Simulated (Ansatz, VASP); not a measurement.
# Cross-check of Sn between VASP and Ansatz

Aim: how closely do two programs agree when they are given the same cell, functional and k mesh? The cell is taken from a series of runs on this material, whose earlier steps may have relaxed, scaled, displaced or heated it; both programs get it as it stands.

Calculated with Ansatz 0.2.0; plane waves, with VASP 6.6.1 beside it; zone-centre phonons at PBEsol.

**1. The starting structure**

It takes space group I4_1/amd (No. 141, tetragonal). Conventional cell: a = 5.841 Å, b = 5.841 Å, c = 3.150 Å, α = 90.00°, β = 90.00°, γ = 90.00°. Nearest to Sn lie 6 Sn at 3.02 to 3.15 Å.

Structure file:

```cif
data_structure
_symmetry_space_group_name_H-M 'P 1'
_symmetry_Int_Tables_number 1
_cell_length_a 4.4205
_cell_length_b 4.4205
_cell_length_c 4.4205
_cell_angle_alpha 97.295
_cell_angle_beta 97.295
_cell_angle_gamma 138.249
_cell_volume 53.74
loop_
_atom_site_label
_atom_site_type_symbol
_atom_site_fract_x
_atom_site_fract_y
_atom_site_fract_z
_atom_site_occupancy
Sn1 Sn 0.75000 0.25000 0.50000 1
Sn2 Sn 0.00000 0.00000 0.00000 1
```

**2. VASP: zone-centre phonons, PBEsol**

Second derivatives magnify differences that forces hide, and they need a tight electronic threshold.

Lines of VASP's logs that name or quote its potential files are left out, and so is its time.

INCAR reads:

```
SYSTEM = Sn
PREC = Accurate
ENCUT = 500
EDIFF = 1E-08
NELM = 120
ISMEAR = 1
SIGMA = 0.2
LREAL = .FALSE.
ALGO = Normal
GGA = PS
NBANDS = 20
LORBIT = 11
LWAVE = .FALSE.
LCHARG = .FALSE.
ISIF = 2
IBRION = 8
LASPH = .TRUE.
GGA_COMPAT = .FALSE.
KPAR = 2
```

POSCAR reads:

```
Sn
1.0
   -2.9205793913      2.9205793913      1.5751889776
    2.9205793913     -2.9205793913      1.5751889776
    2.9205793913      2.9205793913     -1.5751889776
Sn
2
Direct
    0.7500000000      0.2500000000      0.5000000000
    0.0000000000      0.0000000000      0.0000000000
```

KPOINTS reads:

```
Automatic mesh
0
Gamma
16 16 16
0 0 0
```

The projector-augmented-wave data sets are Sn_d (PBE family, release 64).

Run with:

```console
$ mpirun -np 2 vasp_std
```

Numbers of over 12 decimals in the logs are rounded to 6 here.

Output:

```text
[banner, memory and clock lines left out]
running    2 mpi-ranks, on    1 nodes
 distrk:  each k-point on    1 cores,    2 groups
 distr:  one band on    1 cores,    1 groups

 POSCAR found type information on POSCAR Sn
 POSCAR found :  1 types and       2 ions
|                                                                             |
|               ----> ADVICE to this user running VASP <----                  |
|                                                                             |
|     You enforced a specific xc type in the INCAR file but a different       |
|     [... a line on the potential file left out ...]
|     I HOPE YOU KNOW WHAT YOU ARE DOING!                                     |
|                                                                             |

 LDA part: xc-table for (Slater+PW92), standard interpolation
 POSCAR, INCAR and KPOINTS ok, starting setup
 FFT: planning ... GRIDC
 FFT: planning ... GRID_SOFT
 FFT: planning ... GRID
 WAVECAR not read
 entering main loop
       N       E                     dE             d eps       ncg     rms          rms(c)
DAV:   1     0.213742043751E+03    0.21374E+03   -0.14301E+04 14120   0.213E+03
DAV:   2     0.126472931153E+02   -0.20109E+03   -0.19764E+03 14028   0.448E+02
DAV:   3    -0.790976674203E+01   -0.20557E+02   -0.20379E+02 15868   0.136E+02
DAV:   4    -0.854135205034E+01   -0.63159E+00   -0.63093E+00 15856   0.263E+01
DAV:   5    -0.856701742876E+01   -0.25665E-01   -0.25665E-01 19312   0.497E+00    0.247E+00
DAV:   6    -0.853356378805E+01    0.33454E-01   -0.52125E-02 19004   0.339E+00    0.133E+00
DAV:   7    -0.852341813081E+01    0.10146E-01   -0.25656E-02 19048   0.237E+00    0.194E-01
DAV:   8    -0.852285412341E+01    0.56401E-03   -0.21844E-03 17612   0.670E-01    0.327E-02
DAV:   9    -0.852285974435E+01   -0.56209E-05   -0.62587E-05 18980   0.730E-02    0.148E-02
DAV:  10    -0.852285892359E+01    0.82076E-06   -0.52684E-06 18264   0.296E-02    0.106E-03
DAV:  11    -0.852285912289E+01   -0.19930E-06   -0.42383E-07 16532   0.864E-03    0.100E-03
DAV:  12    -0.852285897312E+01    0.14977E-06   -0.23794E-08 12800   0.170E-03    0.131E-04
DAV:  13    -0.852285896899E+01    0.41327E-08   -0.46651E-09  9568   0.818E-04
   1 F= -.85228590E+01 E0= -.85228538E+01  d E =-.156431E-04
 Linear response reoptimize wavefunctions to high precision
DAV:   1    -0.852285896256E+01    0.64333E-08   -0.14128E-09  9344   0.449E-04
DAV:   2    -0.852285896260E+01   -0.43656E-10   -0.56238E-10  8860   0.273E-04
 Linear response DOF=           2
 Linear response progress:
  Degree of freedom:   1/  2
       N       E                     dE             d eps       ncg     rms          rms(c)
RMM:   1    -0.216872467355E+00   -0.21687E+00    0.49070E-01 55643   0.956E+00
RMM:   2    -0.223537133838E+00   -0.66647E-02   -0.18265E-02 77146   0.113E+00    0.527E-02
RMM:   3    -0.223745378327E+00   -0.20824E-03   -0.15217E-03 79067   0.324E-01    0.228E-02
RMM:   4    -0.223707862332E+00    0.37516E-04   -0.99687E-05 81789   0.895E-02    0.119E-02
RMM:   5    -0.223699979000E+00    0.78833E-05   -0.13159E-05 81657   0.307E-02    0.301E-03
RMM:   6    -0.223697749602E+00    0.22294E-05   -0.12092E-06 81556   0.912E-03    0.133E-03
RMM:   7    -0.223695419817E+00    0.23298E-05    0.32366E-08 82191   0.357E-03    0.412E-04
RMM:   8    -0.223692329019E+00    0.30908E-05    0.77085E-07 83576   0.135E-03    0.985E-05
RMM:   9    -0.223691407852E+00    0.92117E-06    0.89312E-07 85646   0.613E-04    0.256E-05
RMM:  10    -0.223691007020E+00    0.40083E-06    0.66317E-07 83765   0.329E-04    0.924E-06
RMM:  11    -0.223690823094E+00    0.18393E-06    0.46571E-07 87877   0.197E-04    0.381E-06
RMM:  12    -0.223690790086E+00    0.33008E-07    0.28196E-07 87950   0.134E-04    0.157E-06
RMM:  13    -0.223690752092E+00    0.37994E-07    0.17098E-07 89398   0.104E-04    0.138E-06
RMM:  14    -0.223690580351E+00    0.17174E-06    0.88087E-08 84554   0.945E-05    0.693E-06
RMM:  15    -0.223690762636E+00   -0.18228E-06    0.53804E-08 81589   0.876E-05    0.346E-06
RMM:  16    -0.223690737671E+00    0.24965E-07    0.33905E-08 92982   0.761E-05    0.251E-06
RMM:  17    -0.223690726959E+00    0.10713E-07    0.17076E-08 88200   0.725E-05    0.220E-06
RMM:  18    -0.223690704962E+00    0.21997E-07    0.14375E-08 94879   0.714E-05    0.118E-06
RMM:  19    -0.223690678849E+00    0.26113E-07    0.64874E-09100732   0.709E-05    0.188E-07
RMM:  20    -0.223690680155E+00   -0.13064E-08    0.12749E-09 83089   0.696E-05    0.864E-08
 first order change of Fermi-energy   0.61642E-05
 force on displaced ion       1 direction 1 :  -3.789   0.000  -0.000
 Linear response progress:
  Degree of freedom:   2/  2
       N       E                     dE             d eps       ncg     rms          rms(c)
RMM:   1    -0.204515312992E+00   -0.20452E+00    0.49970E-01 31291   0.968E+00
RMM:   2    -0.209905862665E+00   -0.53905E-02   -0.16852E-02 43447   0.108E+00    0.410E-02
RMM:   3    -0.209965253832E+00   -0.59391E-04   -0.13289E-03 44691   0.298E-01    0.179E-02
RMM:   4    -0.209848199011E+00    0.11705E-03   -0.86918E-05 45439   0.807E-02    0.101E-02
RMM:   5    -0.209796050482E+00    0.52149E-04   -0.93770E-06 45466   0.267E-02    0.296E-03
RMM:   6    -0.209790716713E+00    0.53338E-05   -0.86972E-07 45459   0.809E-03    0.739E-04
RMM:   7    -0.209794650676E+00   -0.39340E-05   -0.16237E-07 45675   0.292E-03    0.180E-04
RMM:   8    -0.209792938755E+00    0.17119E-05   -0.43441E-08 46656   0.111E-03    0.127E-04
RMM:   9    -0.209791806698E+00    0.11321E-05   -0.46012E-08 47329   0.482E-04    0.111E-05
RMM:  10    -0.209792040537E+00   -0.23384E-06    0.39857E-08 49140   0.244E-04    0.177E-05
RMM:  11    -0.209792016312E+00    0.24225E-07    0.44060E-08 48574   0.152E-04    0.133E-05
RMM:  12    -0.209791941062E+00    0.75250E-07    0.20631E-08 48046   0.114E-04    0.630E-06
RMM:  13    -0.209791963795E+00   -0.22732E-07    0.94582E-09 51806   0.938E-05    0.773E-07
RMM:  14    -0.209791961537E+00    0.22577E-08    0.11510E-08 50447   0.834E-05    0.793E-07
 first order change of Fermi-energy  -0.88268E-04
 force on displaced ion       1 direction 3 :   0.000   0.000  -0.479
 Linear response finished
```

OUTCAR, selected parts (step 2):

```text
ion  position               nearest neighbor table
   1  0.750  0.250  0.500-   2 3.02   2 3.02   2 3.02   2 3.02   2 3.76   2 3.76   2 3.76   2 3.76

  LATTYP: Found a body centered tetragonal cell.
 ALAT       =     5.8411587826
 C/A-ratio  =     0.5393412630

 Subroutine GETGRP returns: Found 16 space group operations
 (whereof  8 operations were pure point group operations)

The static configuration has the point symmetry D_2d.
 The point group associated with its full space group is D_4h.

 Found    349 irreducible k-points:

   k-points           NKPTS =    349   k-points in BZ     NKDIM =    349   number of bands    NBANDS=     20

   dimension x,y,z NGX =    32 NGY =   32 NGZ =   32
   dimension x,y,z NGXF=    64 NGYF=   64 NGZF=   64

   ENCUT  =  500.0 eV  36.75 Ry    6.06 a.u.   8.06  8.06  8.06*2*pi/ulx,y,z

   NELECT =      28.0000    total number of electrons

 k-points in reciprocal lattice and weights: Automatic mesh
   0.00000000  0.00000000  0.00000000       0.000
   0.06250000  0.00000000  0.00000000       0.002
   0.12500000  0.00000000  0.00000000       0.002
   0.18750000  0.00000000  0.00000000       0.002
   0.25000000  0.00000000  0.00000000       0.002
   0.31250000  0.00000000  0.00000000       0.002
   0.37500000  0.00000000  0.00000000       0.002
   0.43750000  0.00000000  0.00000000       0.002
   0.50000000  0.00000000  0.00000000       0.001
[...]
-0.43750000 -0.43750000  0.43750000       0.000
   0.50000000  0.50000000  0.50000000       0.000

 average (electrostatic) potential at core
       1 -98.7918       2 -98.7918

  Total       -0.0220046     -0.0220046     -0.0183147      0.0000000      0.0000000      0.0000000
  in kB       -0.6559837     -0.6559837     -0.5459832      0.0000000      0.0000000      0.0000000
  external PRESSURE =      -0.6193169 kB  Pullay stress =       0.0000000 kB

  energy-cutoff  :      500.00
  volume of cell :       53.74
      direct lattice vectors                 reciprocal lattice vectors
    -2.920579391  2.920579391  1.575188978     0.000000000  0.171198907  0.317422231
     2.920579391 -2.920579391  1.575188978     0.171198907  0.000000000  0.317422231
     2.920579391  2.920579391 -1.575188978     0.171198907  0.171198907  0.000000000

 POSITION                                       TOTAL-FORCE (eV/Angst)
 -----------------------------------------------------------------------------------
      0.00000      2.92058      0.78759        -0.000000      0.000000     -0.000000
      0.00000      0.00000      0.00000         0.000000     -0.000000      0.000000
 -----------------------------------------------------------------------------------
    total drift:                                0.000000     -0.000000      0.000000

 Eigenvectors and eigenvalues of the dynamical matrix
 ----------------------------------------------------

   1 f  =    3.949883 THz    24.817846 2PiTHz  131.753911 cm-1    16.335396 meV
             X         Y         Z           dx          dy          dz
      0.000000  2.920579  0.787594    -0.000000   -0.707107    0.000000
      0.000000  0.000000  0.000000     0.000000    0.707107   -0.000000

   2 f  =    3.949883 THz    24.817846 2PiTHz  131.753911 cm-1    16.335396 meV
             X         Y         Z           dx          dy          dz
      0.000000  2.920579  0.787594    -0.707107    0.000000    0.000000
      0.000000  0.000000  0.000000     0.707107   -0.000000    0.000000

   3 f  =    1.404178 THz     8.822708 2PiTHz   46.838323 cm-1     5.807209 meV
             X         Y         Z           dx          dy          dz
      0.000000  2.920579  0.787594    -0.000000   -0.000000   -0.707107
      0.000000  0.000000  0.000000     0.000000   -0.000000    0.707107

   4 f  =    0.000000 THz     0.000000 2PiTHz    0.000001 cm-1     0.000000 meV
             X         Y         Z           dx          dy          dz
      0.000000  2.920579  0.787594     0.000000    0.342998    0.618347
      0.000000  0.000000  0.000000     0.000000    0.342998    0.618347

   5 f/i=    0.000000 THz     0.000000 2PiTHz    0.000000 cm-1     0.000000 meV
             X         Y         Z           dx          dy          dz
      0.000000  2.920579  0.787594     0.707107    0.000000   -0.000000
      0.000000  0.000000  0.000000     0.707107   -0.000000   -0.000000

   6 f/i=    0.000000 THz     0.000000 2PiTHz    0.000001 cm-1     0.000000 meV
             X         Y         Z           dx          dy          dz
      0.000000  2.920579  0.787594     0.000000   -0.618347    0.342998
      0.000000  0.000000  0.000000    -0.000000   -0.618347    0.342998

 ELASTIC MODULI CONTR FROM IONIC RELAXATION (kBar)
 Direction    XX          YY          ZZ          XY          YZ          ZX
 --------------------------------------------------------------------------------
 XX        -422.7505    422.7505      0.0000      0.0000      0.0000     -0.0000
 YY         422.7505   -422.7505      0.0000      0.0000     -0.0000      0.0000
 ZZ           0.0000      0.0000      0.0000      0.0000      0.0000      0.0000
 XY           0.0000      0.0000      0.0000      0.0000      0.0000      0.0000
 YZ           0.0000     -0.0000      0.0000      0.0000    -24.0558      0.0000
 ZX          -0.0000      0.0000      0.0000      0.0000      0.0000    -30.2258
 --------------------------------------------------------------------------------
```

**3. Ansatz: zone-centre phonons, PBEsol**

Ansatz runs on its PAW soft_1 files.

The same cell, functional, mesh and smearing now go to Ansatz, which takes its cutoff from its data sets.

input.yaml reads:

```yaml
crystal:
  lattice:
    - [-2.9205793913, 2.9205793913, 1.5751889776]
    - [2.9205793913, -2.9205793913, 1.5751889776]
    - [2.9205793913, 2.9205793913, -1.5751889776]
  atoms:
    - { symbol: Sn, position: [0.75, 0.25, 0.5] }
    - { symbol: Sn, position: [0.0, 0.0, 0.0] }
kpoints:
  mp_grid: { grid: [16, 16, 16] }
hamiltonian:
  xc: pbesol
  pseudopotentials: { kind: paw, azcp: { folder: soft_1 }, xc_functional: pbe }
scf:
  occupations: { method: methfessel_paxton, width: 0.2 }
output:
  eigenvalues: true
phonons:
  method: dfpt
```

Run with:

```console
$ ansatz run input.yaml --threads 4 --pin off --max-ram 16384MiB --backend cpu --events-out ev --progress --plain --runs-dir out
```

Output:

```text
zone centre: on kpoints.mp_grid the ground state, and the responses unless they are solved on pairs of k-points, stand on 621 of the mesh's 4096 k-points, reduced under 4 symmetry operations, with k and −k counted as one. Each operation leaves every solved displacement unchanged or reverses it
Engine: ansatz 0.2.0, aarch64-unknown-linux-gnu
Pseudopotentials: kind: paw
Pseudopotential: Sn, paw, valence charge 14, recommended cutoff 420 eV (normal), soft_1/Sn.paw.azcp
Functional definition: PBEsol
  exchange = pbesol_x
  correlation = pbesol_c
Crystal: 2 atoms, lattice volume = 53.744 Å³
Basis set: ecut = 420 eV, 1061 PW (Γ), exchange–correlation on 64×64×64 points (8 copies of the dense FFT grid, shifted against one another)
Bands: 18, of which v1, the nominal top of the filled ones, is band 14 counted from 1 (13 counted from 0)
Symmetry: 16 space group operations
k-points: 621 of 4096 (irreducible under 4 space group operations, time reversal used)
Non-local potential: Sn, projectors of the file, l = 0: 2, l = 1: 2, l = 2: 2, l = 3: 1
PAW form: soft (Blöchl's): semilocal exchange-correlation on the pseudo side does not see the compensation charge
PAW frozen core: Sn, regenerated for the run's functional, and the local potential with it (the file was generated under x = pbe(κ = 0.804, μ = 0.219515), c = pbe(β = 0.066725))
PAW one-centre angular grid: Sn, 590 points (default); XC on 64 Gauss nodes
Initial density: superposition of atomic densities (chi_scale 0.1, normalization cell)
Initial wavefunctions: pseudopotential atomic-orbital guess
Functional: x = pbesol(κ = 0.804, μ = 0.123457), c = pbesol(β = 0.046)
SCF iter   1: F=—  HF=-11899.737314 eV  |F-HF|=—  |Δ(HF+E_count)|=         —  Δρ=1.47e-2  dr2=1.12e-1  ethr=3.10e-3  ⟨swp⟩=5.6  Hψ=55663  notcnv=0
preconditioner: auto → Kerker (q_TF=auto, 2.447 Å⁻¹)  [metal: Δε(μ)=0.008 eV  Ē_g=19.934 eV  σ=0.200 eV  W_gap=0.03  n_scr=16 (ndim 8)  ℏωp=26.8 eV  f_vac=0.000  D(μ)=0.88/eV (n_scr^D=4)]
SCF iter   2: F=—  HF=-11899.713156 eV  |F-HF|=—  |Δ(HF+E_count)|=   2.42e-2  S|Δr|=    0.00e0  Δρ=9.31e-3  dr2=4.15e-2  ethr=3.99e-4  ⟨swp⟩=1.0  Hψ=16187  notcnv=0
SCF iter   3: F=—  HF=-11899.706590 eV  |F-HF|=—  |Δ(HF+E_count)|=   6.57e-3  S|Δr|=    0.00e0  Δρ=1.72e-3  dr2=1.26e-3  ethr=1.48e-4  ⟨swp⟩=2.0  Hψ=19868  notcnv=0
SCF iter   4: F=—  HF=-11899.706505 eV  |F-HF|=—  |Δ(HF+E_count)|=   8.46e-5  S|Δr|=    0.00e0  Δρ=1.56e-4  dr2=8.01e-6  ethr=4.51e-6  ⟨swp⟩=1.0  Hψ=11511  notcnv=0
SCF iter   5: F=—  HF=-11899.706514 eV  |F-HF|=—  |Δ(HF+E_count)|=   9.32e-6  S|Δr|=    0.00e0  Δρ=4.50e-5  dr2=1.43e-6  ethr=2.86e-8  ⟨swp⟩=2.0  Hψ=19972  notcnv=0
SCF iter   6: F=—  HF=-11899.706514 eV  |F-HF|=—  |Δ(HF+E_count)|=   7.70e-7  S|Δr|=    0.00e0  Δρ=9.48e-6  dr2=7.38e-8  ethr=5.10e-9  ⟨swp⟩=2.0  Hψ=19867  notcnv=0
SCF iter   7: F=—  HF=-11899.706514 eV  |F-HF|=—  |Δ(HF+E_count)|=   1.33e-8  S|Δr|=    0.00e0  Δρ=2.61e-6  dr2=4.01e-9  ethr=2.64e-10  ⟨swp⟩=2.0  Hψ=17226  notcnv=0
SCF iter   8: F=—  HF=-11899.706514 eV  |F-HF|=—  |Δ(HF+E_count)|=  8.00e-11  S|Δr|=    0.00e0  Δρ=3.59e-7  dr2=4.41e-11  ethr=1.43e-11  ⟨swp⟩=2.8  Hψ=19526  notcnv=0
SCF iter   9: F=-11899.706514 eV  HF=-11899.706514 eV  |F-HF|=0.00e0  |Δ(HF+E_count)|=  1.09e-11  S|Δr|=    0.00e0  Δρ=5.57e-8  dr2=1.30e-12  ethr=1.00e-12  ⟨swp⟩=6.2  Hψ=46367  notcnv=0
SCF 1 converged in 9 iterations: F = -11899.706514 eV  dr2 = 1.30e-12
  greatest PAW one-centre occupation: 0.991 electrons in one spin orbital (limit 2), on the Sn atom at site 1 (counted from 0), in its partial waves of l = 2
DFPT response loops at Γ: preconditioner auto → Kerker (q_TF=auto, 2.447 Å⁻¹) (partly filled bands, converged f_vac=0.000); β = 1.00, the filter's whole step (`scf.mixing.beta` (0.50) is not read by the response loops under this deck's `scf.mixing.preconditioner`; to damp them name `kerker` or `kerker_dos`, under which they read `scf.mixing.beta`, and type it under 1.00, their step now; both keys bind the ground state too); Broyden in place of MSR1
SCF converged after 9 iterations
Stability not checked: this state was not tested for a lower state beside it, because cold or Methfessel-Paxton smearing, or corrected tetrahedra, fill the levels in a way that the test cannot read (fill_not_monotonic; see scf.lower_state_search)
Free energy (F): -11899.706514 eV
Harris-Foulkes:  -11899.706514 eV  (|F-HF|=0.00e0)
Internal energy: -11899.706500 eV  (E = F + TS)
E sigma→0 (E₀):  -11899.706510 eV
Entropy (-TS):   -0.000014 eV (-0.007 meV/atom)
Fermi energy:    10.794616 eV
--- Per-component energies (eV) ---
  E_band       = -161.338354
  E_kinetic    = 336.227768
  E_local      = -2008.239974  (includes V_loc(G=0)·N_el)
  E_nonlocal   = 293.809744
  E_hartree    = 1012.330319
  E_xc         = -249.884778
  E_vxc        = -161.394383  (∫ρ·V_xc dr)
  E_paw        = -8591.326408  (= ΣΔE_a)
  E_vpaw       = -646.402735  (= ΣTr[D̂ρ^β])
  E_aug_tail   = 0.000580  (compensation charges beyond the density's cutoff)
  E_ewald      = -2693.193430
  E_core_change = 0.569679  (= ΣΔE_core)
  E_smearing   = -0.000014  (= −TS)
  E_closure    = -0.000000  (closes the sum)
  Σ components = -11899.706514   (vs F -11899.706514, Δ=0.00e0)
--- Band table (eV; the first three rows and the last of 621) ---
  k-point 0: bands = [... 10 lower, -0.4311, 7.0620, 8.7491, 8.7491, 13.6907, 16.9708, 16.9708, 17.8486]
  k-point 1: bands = [... 10 lower, -0.3958, 6.7280, 8.7913, 9.0138, 13.8565, 16.6111, 16.7555, 17.8967]
  k-point 2: bands = [... 10 lower, -0.2901, 6.0433, 8.9175, 9.5006, 14.3436, 15.8905, 16.2220, 17.7550]
  k-point 620: bands = [... 10 lower, 3.1574, 3.1574, 5.9086, 5.9086, 16.0399, 16.0399, 20.1265, 20.1265]
--- Phonons (Γ-DFPT): 2 representative perturbations + reference, on 621 of 4096 k-points (Σ response iterations 6) ---
  k mesh reduced under 4 symmetry operations, with k and −k counted as one. Each operation leaves every solved displacement unchanged or reverses it
  ASR residual: 5.426e-5 → 0.000e0 eV/Å²; symmetrization residual: 2.142e-12 eV/Å²
  ASR residual per site (eV/Å²): 5.43e-5 5.43e-5
  Γ frequencies (cm⁻¹): 0.00 0.00 0.00 45.61 132.14 132.14
  non-analytic LO–TO correction: not included (Born effective charges unavailable; polar crystals: no LO–TO splitting at Γ)
```

Reading the cycles: dr2 is the Hartree energy of the density residual (eV), the measure of convergence; HF is the Harris–Foulkes estimate of the energy, which meets the free energy F at convergence.

**4. Differences**

Known differences besides the potentials themselves: the cutoff is 420 eV in Ansatz and 500 eV in VASP; Ansatz makes its cores anew for this functional, VASP keeps those of its PBE data sets. Total energies have different zeros and are not compared.

Compared:

| quantity | Ansatz | VASP | difference |
| --- | --- | --- | --- |
| optical mode 1 (cm⁻¹) | 45.6 | 46.8 | -1.2 |
| optical mode 2 to 3 (cm⁻¹) | 132.1 | 131.8 | +0.29 % |

Modes are paired by rising frequency, not by their patterns, so a pair may set unlike modes beside each other; they are those without the splitting of longitudinal modes.

**5. Results**

```json
{
 "r.m.s. difference of the optical zone-centre modes, each program's sorted by frequency (zone-centre phonons, PBEsol)": "0.78 cm⁻¹"
}
```

What this shows: The r.m.s. difference of the optical zone-centre modes, each program's sorted by frequency is 0.78 cm⁻¹ (zone-centre phonons, PBEsol). Such differences can come from data sets, numerical settings and the points named under the comparisons, not from the functional's error against experiment.

[Lines on the potential files, build, host, timing and source positions are cut from VASP's logs without a mark.]

[Logs are printed without paths, hosts, clocks, repeated set-up lines and the standing remarks that a program may print on its own settings, such as how far it seeks lower states.]

[Hosts, paths, dates, database ids (printed as entryN), source tags and the programs' standing remarks are cut or masked in the printed files.]
